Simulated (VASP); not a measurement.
# Mg6MnAl (Amm2) in VASP: equation of state

Aim: energy against volume of Mg6MnAl in PBE, for its equilibrium volume and stiffness.

Program: VASP 6.6.1. These are calculated values, not measurements. Logs are shortened: lines on timing, memory, paths and dates and some standing lists are left out, and cuts for length are marked.

### Step 1. The crystal as given

It takes space group Amm2 (No. 38, orthorhombic). The conventional cell has a = 4.873 Å, b = 6.244 Å, c = 10.740 Å, α = 90.00°, β = 90.00°, γ = 90.00°. Mn (site symmetry mm2) has 2 Al at 2.91 Å and 10 Mg at 3.00 to 3.21 Å as nearest neighbours. Around Al (site symmetry mm2) lie 2 Mn at 2.91 Å and 10 Mg at 2.95 to 3.26 Å. Mg (site symmetry mm2) is surrounded by 10 Mg at 3.02 to 3.11 Å and 2 Mn at 3.12 Å. Mg (site symmetry m) is surrounded by 2 Mn at 3.00 to 3.21 Å and 8 Mg at 3.04 to 3.18 Å and 2 Al at 3.04 Å. Mg (site symmetry mm2) has 10 Mg at 3.02 to 3.12 Å and 2 Al at 3.12 Å as nearest neighbours. Mg (site symmetry m) has 2 Al at 2.95 to 3.26 Å and 2 Mn at 3.02 Å and 8 Mg at 3.02 to 3.22 Å as nearest neighbours.

The cell comes from a database or a generator and needn't be the stable form of this composition.

### Step 2. Equation of state, PBE, collinear spin, ferromagnetic start, 19.20 Å³/atom (volume scaled by 0.94)

The input, INCAR:

```
PREC     = Accurate       # precision mode
ENCUT    = 520            # plane-wave cutoff, eV
EDIFF    = 1E-7           # SCF threshold, eV
ISMEAR   = -1             # smearing method
SIGMA    = 0.05           # smearing width, eV
LREAL    = F              # projectors in reciprocal space
LASPH    = T              # aspherical terms in the spheres
NELM     = 150            # most SCF steps
ALGO     = Normal         # electronic algorithm
ISIF     = 2              # what is computed and relaxed
LWAVE    = F              # write WAVECAR
LCHARG   = F              # write CHGCAR
ISPIN    = 2              # spin polarisation
MAGMOM   = 4 0 0 0 0 0 0 0 # initial moments
LORBIT   = 11             # projections on sites
LMAXMIX  = 4              # l up to which the mixer works
GGA      = PE             # functional
NBANDS   = 28             # bands
```

The input, KPOINTS:

```
Automatic mesh
0
Gamma
  6 5 5
```

The input, POSCAR:

```
Mg6MnAl
1.0
    4.7735407403      0.0000000000      0.0000000000
    0.0000000000      3.0580831794      5.2605654843
    0.0000000000     -3.0580831794      5.2605654843
Mn Al Mg
1 1 6
Direct
    0.5000000000      0.6744610000      0.6744610000
    0.0000000000      0.8228360000      0.8228360000
    0.5000000000      0.1664950000      0.1664950000
    0.5000000000      0.6693700000      0.1607160000
    0.5000000000      0.1607160000      0.6693700000
    0.0000000000      0.3326030000      0.3326030000
    0.0000000000      0.8289910000      0.3445290000
    0.0000000000      0.3445290000      0.8289910000
```

Potentials or basis: VASP PAW PBE potentials, release 64 (Mn_pv, Al, Mg).

Command:

```console
$ cat potpaw_PBE.64/Mn_pv/POTCAR potpaw_PBE.64/Al/POTCAR potpaw_PBE.64/Mg/POTCAR > POTCAR
$ mpirun -np 1 vasp_std > vasp.out
```

OUTCAR:

```text
PREC = Accurate
   ENCUT = 520
   EDIFF = 1E-7
   ISMEAR = -1
   LREAL = F
   LASPH = T
   NELM = 150
   ISIF = 2
   ISPIN = 2
   LORBIT = 11
   GGA = PE

 Found     36 irreducible k-points:

 Following reciprocal coordinates:
            Coordinates               Weight
  0.000000  0.000000  0.000000      1.000000
  0.166667  0.000000  0.000000      2.000000
  0.333333  0.000000  0.000000      2.000000
  0.500000  0.000000  0.000000      1.000000
  0.000000  0.200000  0.000000      4.000000
  0.166667  0.200000  0.000000      8.000000
   k-points           NKPTS =     36   k-points in BZ     NKDIM =     36   number of bands    NBANDS=     28
   number of dos      NEDOS =    301   number of ions     NIONS =      8
   total plane-waves  NPLWV =  82944
   dimension x,y,z NGX =    36 NGY =   48 NGZ =   48
   dimension x,y,z NGXF=    72 NGYF=   96 NGZF=   96
   ions per type =               1   1   6
   NGX,Y,Z   is equivalent  to a cutoff of  12.54, 13.11, 13.11 a.u.
   NGXF,Y,Z  is equivalent  to a cutoff of  25.08, 26.23, 26.23 a.u.
 SYSTEM =  unknown system
   PREC   = accura    normal or accurate (medium, high low for compatibility)
   ISTART =      0    job   : 0-new  1-cont  2-samecut
   ICHARG =      2    charge: 1-file 2-atom 10-const
   ISPIN  =      2    spin polarized calculation?
   LNONCOLLINEAR =      F non collinear calculations
   LSORBIT =      F    spin-orbit coupling
   LASPH  =      T    aspherical Exc in radial PAW
   ENCUT  =  520.0 eV  38.22 Ry    6.18 a.u.   8.88 11.31 11.31*2*pi/ulx,y,z
   NELM   =    150;   NELMIN=  2; NELMDL= -5     # of ELM steps
   EDIFF  = 0.1E-06   stopping-criterion for ELM
   LREAL  =      F    real-space projection
   EDIFFG = 0.1E-05   stopping-criterion for IOM
   NSW    =      0    number of steps for IOM
   IBRION =     -1    ionic relax: 0-MD 1-quasi-New 2-CG
   NFREE  =      0    steps in history (QN), initial steepest desc. (CG)
   ISIF   =      2    stress and relaxation
   ISYM   =      2    0-nonsym 1-usesym 2-fastsym
   POTIM  = 0.5000    time-step for ionic-motion
   TEBEG  =    0.0;   TEEND  =   0.0 temperature during run
   PSTRESS=    0.0 pullay stress
   NELECT =      28.0000    total number of electrons
   NUPDOWN=      -1.0000    fix difference up-down
   EMIN   =  10.00;   EMAX   =-10.00  energy-range for DOS
   EFERMI =   0.00;   METHOD = LEGACY
   ISMEAR =    -1;   SIGMA  =   0.05  broadening in eV -4-tet -1-fermi 0-gaus
   EFERMI_NEDOS =   21; number of points for ismear=-14 and -15
   IALGO  =     38    algorithm
   IMIX   =      4    mixing-type and parameters
     AMIX     =   0.40;   BMIX     =  1.00
     AMIX_MAG =   1.60;   BMIX_MAG =  1.00
  volume/ion in A,a.u.               =      19.20       129.56
  Fermi-wavevector in a.u.,A,eV,Ry     =   0.928275  1.754186 11.724069  0.861695
  Thomas-Fermi vector in A             =   2.054434
   LORBIT       =     11    0 simple, 1 ext, 2 COOP (PROOUT), +10 PAW based schemes
   GGA     = PE    functional components
   LHFCALC =     F    Hartree Fock is set to
   AEXX    =    0.0000 exact exchange contribution
   IVDW    =     0    specifies the selected vdW correction
   LEPSILON=     F    determine dielectric tensor
   LRPA    =     F    only Hartree local field effects (RPA)
 spin polarized calculation
  energy-cutoff  :      520.00
  volume of cell :      153.59
 maximum number of plane-waves:      4160
 NGX is ok and might be reduce to    36
   NGX = 17   NGY = 23   NGZ = 23

 number of electron      28.0000005 magnetization       3.1294183

 Free energy of the ion-electron system (eV)
  ---------------------------------------------------
  ext. energy  EPLUGINS =         0.00000000
  ---------------------------------------------------
  free energy    TOTEN  =       -21.04334956 eV

  energy without entropy =      -21.01176139  energy(sigma->0) =      -21.02755548

 E-fermi :   4.1083     XC(G=0):  -9.3354

 val. band max:        4.1061998534   @ k =   0.0000  -0.2000   0.2000
 cond. band min:       4.1082759497   @ k =   0.0000  -0.4000   0.2000
 fundamental gap:      0.0020760963
 Fermi energy:         4.1082525197

 spin component 1

 k-point     1 :       0.0000    0.0000    0.0000
  band No.  band energies     occupation
      1     -45.6267      1.00000
      2     -45.5303      1.00000
      3     -45.5170      1.00000
      4      -3.8804      1.00000
      5       0.3063      1.00000
      6       0.7490      1.00000
[... 18 lines left out ...]
     25       8.2142      0.00000
     26       8.5631      0.00000

 k-point     2 :       0.1667    0.0000    0.0000
  band No.  band energies     occupation
      1     -45.6267      1.00000
      2     -45.5302      1.00000
      3     -45.5170      1.00000
      4      -3.7007      1.00000
      5       0.1594      1.00000
      6       0.8766      1.00000
[... 18 lines left out ...]
     25       9.9269      0.00000
     26      10.0456      0.00000

 k-point     3 :       0.3333    0.0000    0.0000
  band No.  band energies     occupation
      1     -45.6268      1.00000
      2     -45.5302      1.00000
      3     -45.5170      1.00000
      4      -3.1771      1.00000
      5      -0.9608      1.00000
      6       0.9687      1.00000
[... 18 lines left out ...]
     25      11.3983      0.00000
     26      11.7280      0.00000

 k-point     4 :       0.5000    0.0000    0.0000
  band No.  band energies     occupation
      1     -45.6268      1.00000
      2     -45.5302      1.00000
      3     -45.5170      1.00000
      4      -2.5776      1.00000
      5      -1.8596      1.00000
      6       1.0150      1.00000
[... 18 lines left out ...]
     25      11.8442      0.00000
     26      12.0654      0.00000

 k-point     5 :       0.0000    0.2000    0.0000
  band No.  band energies     occupation
      1     -45.6267      1.00000
      2     -45.5303      1.00000
      3     -45.5170      1.00000
      4      -3.6777      1.00000
      5      -0.6245      1.00000
      6       0.3410      1.00000
[... 18 lines left out ...]
     25       8.7090      0.00000
     26       8.8700      0.00000

 k-point     6 :       0.1667    0.2000    0.0000
  band No.  band energies     occupation
      1     -45.6267      1.00000
      2     -45.5302      1.00000
      3     -45.5170      1.00000
      4      -3.4991      1.00000
      5      -0.4893      1.00000
      6       0.4209      1.00000
[... 18 lines left out ...]
     25       8.8805      0.00000
     26       8.9187      0.00000

 [... further k-points ...]

 spin component 2

 k-point     1 :       0.0000    0.0000    0.0000
  band No.  band energies     occupation
      1     -42.0709      1.00000
      2     -42.0125      1.00000
      3     -41.9923      1.00000
      4      -3.8887      1.00000
      5       0.5094      1.00000
      6       1.1037      1.00000
[... 18 lines left out ...]
     25       8.6104      0.00000
     26       8.9618      0.00000

 k-point     2 :       0.1667    0.0000    0.0000
  band No.  band energies     occupation
      1     -42.0709      1.00000
      2     -42.0125      1.00000
      3     -41.9923      1.00000
      4      -3.7113      1.00000
      5       0.2890      1.00000
      6       1.1143      1.00000
[... 18 lines left out ...]
     25       9.9741      0.00000
     26      10.0739      0.00000

 k-point     3 :       0.3333    0.0000    0.0000
  band No.  band energies     occupation
      1     -42.0710      1.00000
      2     -42.0125      1.00000
      3     -41.9923      1.00000
      4      -3.1975      1.00000
      5      -0.9380      1.00000
      6       1.3193      1.00000
[... 18 lines left out ...]
     25      11.2688      0.00000
     26      11.7378      0.00000

 k-point     4 :       0.5000    0.0000    0.0000
  band No.  band energies     occupation
      1     -42.0710      1.00000
      2     -42.0125      1.00000
      3     -41.9923      1.00000
      4      -2.6337      1.00000
      5      -1.8113      1.00000
      6       1.6875      1.00000
[... 18 lines left out ...]
     25      11.7253      0.00000
     26      11.9448      0.00000

 k-point     5 :       0.0000    0.2000    0.0000
  band No.  band energies     occupation
      1     -42.0709      1.00000
      2     -42.0125      1.00000
      3     -41.9923      1.00000
      4      -3.6852      1.00000
      5      -0.6084      1.00000
      6       0.5805      1.00000
[... 18 lines left out ...]
     25       8.8904      0.00000
     26       9.0310      0.00000

 k-point     6 :       0.1667    0.2000    0.0000
  band No.  band energies     occupation
      1     -42.0709      1.00000
      2     -42.0125      1.00000
      3     -41.9923      1.00000
      4      -3.5090      1.00000
      5      -0.4703      1.00000
      6       0.6007      1.00000
[... 18 lines left out ...]
     25       9.0660      0.00000
     26       9.1788      0.00000

 [... further k-points ...]

 [bands above 26 left out]

------------------------ aborting loop because EDIFF is reached ----------------------------------------

  FORCE on cell =-STRESS in cart. coord.  units (eV):
  Direction    XX          YY          ZZ          XY          YZ          ZX
  --------------------------------------------------------------------------------------
  -------------------------------------------------------------------------------------
  Total        3.0968264      1.8445426      2.2733154      0.0000000      0.0000000      0.0000000
  in kB       32.3053972     19.2418541     23.7147156      0.0000000      0.0000000      0.0000000
  external PRESSURE =      25.0873223 kB  Pullay stress =       0.0000000 kB

 VOLUME and BASIS-vectors are now :
 -----------------------------------------------------------------------------
  energy-cutoff  :      520.00
  volume of cell :      153.59
      direct lattice vectors                 reciprocal lattice vectors
     4.773540740  0.000000000  0.000000000     0.209488104  0.000000000  0.000000000
     0.000000000  3.058083179  5.260565484     0.000000000  0.163501112  0.095046816
     0.000000000 -3.058083179  5.260565484     0.000000000 -0.163501112  0.095046816

 POSITION                                       TOTAL-FORCE (eV/Angst)
 -----------------------------------------------------------------------------------
      2.38677      0.00000      7.09609         0.000000      0.000000      0.007708
      0.00000      0.00000      8.65717         0.000000      0.000000      0.018183
      2.38677      0.00000      1.75172         0.000000      0.000000     -0.006886
      2.38677      1.55551      4.36672         0.000000     -0.023414      0.024742
      2.38677     -1.55551      4.36672         0.000000      0.023414      0.024742
      0.00000      0.00000      3.49936         0.000000      0.000000      0.011024
      0.00000      1.48153      6.17338         0.000000     -0.000691     -0.039756
      0.00000     -1.48153      6.17338         0.000000      0.000691     -0.039756
 -----------------------------------------------------------------------------------
    total drift:                                0.000000     -0.000000      0.000177

  FREE ENERGIE OF THE ION-ELECTRON SYSTEM (eV)
  ---------------------------------------------------
  free  energy   TOTEN  =       -21.0433495603 eV

  energy  without entropy=      -21.0117613916  energy(sigma->0) =      -21.02755548

 total charge

# of ion       s       p       d       tot
------------------------------------------
    1        0.290   6.172   4.992  11.454
    2        0.437   0.338   0.000   0.775
    3        0.215   0.162   0.015   0.392
    4        0.206   0.154   0.018   0.378
    5        0.206   0.154   0.018   0.378
    6        0.220   0.150   0.018   0.388
    7        0.211   0.152   0.019   0.382
    8        0.211   0.152   0.019   0.382
--------------------------------------------------
tot          1.997   7.434   5.099  14.530

 magnetization (x)

# of ion       s       p       d       tot
------------------------------------------
    1        0.039   0.029   3.319   3.387
    2       -0.009  -0.020   0.000  -0.029
    3       -0.008  -0.010  -0.001  -0.018
    4       -0.008  -0.009  -0.001  -0.018
    5       -0.008  -0.009  -0.001  -0.018
    6        0.005   0.002  -0.001   0.006
    7       -0.013  -0.006  -0.001  -0.019
    8       -0.013  -0.006  -0.001  -0.019
--------------------------------------------------
tot         -0.015  -0.029   3.314   3.270
```

Wall time 9.2 min (1 thread of Intel Xeon Platinum 8175M at 2.50GHz (Skylake/Cascade Lake), shared host); peak memory 0.5 GiB.

What came out:

* Free energy: -21.0433 eV
* Pressure: 2.5 GPa
* Largest force: 0.040 eV/Å
* Band gap on the k mesh: none (metal or under the smearing width)
* Net moment: 3.13 μB per cell
* Site moments: Mn +3.39; Al -0.03; Mg -0.02, +0.01 μB
* Valence electrons inside the program's atomic spheres: Mn 11.45; Al 0.78; Mg 0.39, 0.38

### Step 3. Equation of state, PBE, collinear spin, ferromagnetic start, 19.61 Å³/atom (volume scaled by 0.96)

The input, INCAR:

```
SYSTEM = Mg6MnAl
ALGO     = Normal         ! electronic algorithm
EDIFF    = 1E-7           ! SCF threshold, eV
ENCUT    = 520            ! plane-wave cutoff, eV
GGA      = PE             ! functional
ISIF     = 2              ! what is computed and relaxed
ISMEAR   = -1             ! smearing method
ISPIN    = 2              ! spin polarisation
LASPH    = .TRUE.         ! aspherical terms in the spheres
LCHARG   = .FALSE.        ! write CHGCAR
LMAXMIX  = 4              ! l up to which the mixer works
LORBIT   = 11             ! projections on sites
LREAL    = .FALSE.        ! projectors in reciprocal space
LWAVE    = .FALSE.        ! write WAVECAR
MAGMOM   = 4 0 0 0 0 0 0 0 ! initial moments
NBANDS   = 28             ! bands
NELM     = 100            ! most SCF steps
PREC     = Accurate       ! precision mode
SIGMA    = 0.05           ! smearing width, eV
```

The input, KPOINTS:

```
k-points
0
G
  6 5 5
  0 0 0
```

Changes to POSCAR since step 2:

```diff
@@ -2,5 +2,5 @@
 1.0
-    4.7735407403      0.0000000000      0.0000000000
-    0.0000000000      3.0580831794      5.2605654843
-    0.0000000000     -3.0580831794      5.2605654843
+    4.8071583320      0.0000000000      0.0000000000
+    0.0000000000      3.0796196860      5.2976129407
+    0.0000000000     -3.0796196860      5.2976129407
 Mn Al Mg
```

Potentials or basis: VASP PAW PBE potentials, release 64 (Mn_pv, Al, Mg).

Command:

```console
$ cat potpaw_PBE.64/Mn_pv/POTCAR potpaw_PBE.64/Al/POTCAR potpaw_PBE.64/Mg/POTCAR > POTCAR
$ mpirun -np 1 vasp_std > vasp.out
```

Run time: 9.7 min. Hardware: 1 thread of Intel Xeon Platinum 8175M at 2.50GHz (Skylake/Cascade Lake), shared host; peak memory 0.5 GiB.

It converged, with:

| Property | Result |
| --- | --- |
| Free energy | -21.0836 eV |
| Pressure | 1.4 GPa |
| Largest force | 0.031 eV/Å |
| Band gap on the k mesh | none (metal or under the smearing width) |
| Net moment | 3.18 μB per cell |
| Site moments | Mn +3.44; Al -0.03; Mg -0.02, +0.01 μB |
| Valence electrons inside the program's atomic spheres | Mn 11.44; Al 0.77; Mg 0.39, 0.37, 0.38 |

### Step 4. Equation of state, PBE, collinear spin, ferromagnetic start, 20.02 Å³/atom (volume scaled by 0.98)

The input, INCAR:

```
  PREC = Accurate
  ENCUT = 520
  EDIFF = 1E-7
  ISMEAR = -1
  SIGMA = 0.05
  LREAL = False
  LASPH = True
  NELM = 150
  ALGO = Normal
  ISIF = 2
  LWAVE = False
  LCHARG = False
  ISPIN = 2
  MAGMOM = 4 0 0 0 0 0 0 0
  LORBIT = 11
  LMAXMIX = 4
  GGA = PE
  NBANDS = 28
```

The input, KPOINTS:

```
Automatic mesh
0
Gamma
  6 5 5
```

Changes to POSCAR since step 3:

```diff
@@ -2,5 +2,5 @@
 1.0
-    4.8071583320      0.0000000000      0.0000000000
-    0.0000000000      3.0796196860      5.2976129407
-    0.0000000000     -3.0796196860      5.2976129407
+    4.8403121958      0.0000000000      0.0000000000
+    0.0000000000      3.1008591137      5.3341493570
+    0.0000000000     -3.1008591137      5.3341493570
 Mn Al Mg
```

Command:

```console
$ cat potpaw_PBE.64/Mn_pv/POTCAR potpaw_PBE.64/Al/POTCAR potpaw_PBE.64/Mg/POTCAR > POTCAR
$ mpirun -np 1 vasp_std > vasp.out
```

Run time: 8 min. Hardware: 1 thread of Intel Xeon Platinum 8175M at 2.50GHz (Skylake/Cascade Lake), shared host; peak memory 0.49 GiB.

The run converged. Its results:

- Free energy: -21.1029 eV
- Pressure: 0.5 GPa
- Largest force: 0.029 eV/Å
- Band gap on the k mesh: none (metal or under the smearing width)
- Net moment: 3.24 μB per cell
- Site moments: Mn +3.49; Al -0.03; Mg -0.02, +0.01 μB
- Valence electrons inside the program's atomic spheres: Mn 11.42; Al 0.77; Mg 0.38, 0.36, 0.37

### Step 5. Equation of state, PBE, collinear spin, ferromagnetic start, 20.83 Å³/atom (volume scaled by 1.02)

The input, INCAR:

```
ALGO = Normal ; EDIFF = 1E-7
ENCUT = 520 ; GGA = PE
ISIF = 2 ; ISMEAR = -1
ISPIN = 2 ; LASPH = True
LCHARG = False ; LMAXMIX = 4
LORBIT = 11 ; LREAL = False
LWAVE = False ; MAGMOM = 4 0 0 0 0 0 0 0
NBANDS = 28 ; NELM = 100
PREC = Accurate ; SIGMA = 0.05
```

The input, KPOINTS:

```
k-points
0
Gamma
  6 5 5
```

Changes to POSCAR since step 4:

```diff
@@ -2,5 +2,5 @@
 1.0
-    4.8403121958      0.0000000000      0.0000000000
-    0.0000000000      3.1008591137      5.3341493570
-    0.0000000000     -3.1008591137      5.3341493570
+    4.9052905829      0.0000000000      0.0000000000
+    0.0000000000      3.1424863509      5.4057572219
+    0.0000000000     -3.1424863509      5.4057572219
 Mn Al Mg
```

Command:

```console
$ cat potpaw_PBE.64/Mn_pv/POTCAR potpaw_PBE.64/Al/POTCAR potpaw_PBE.64/Mg/POTCAR > POTCAR
$ mpirun -np 1 vasp_std > vasp.out
```

It took 10 min on 1 thread of Intel Xeon Platinum 8175M at 2.50GHz (Skylake/Cascade Lake), shared host; peak memory 0.51 GiB.

The run converged. Its results:

```yaml
Free_energy: -21.0871 eV
Pressure: -1.2 GPa
Largest_force: 0.045 eV/Å
Band_gap_on_the_k_mesh: none (metal or under the smearing width)
Net_moment: 3.35 μB per cell
Site_moments: Mn +3.59; Al -0.03; Mg -0.02, +0.01 μB
Valence_electrons_inside_the_program's_atomic_spheres: Mn 11.39; Al 0.76; Mg 0.37, 0.35, 0.36
```

(Part 1 of 2 ends here.)
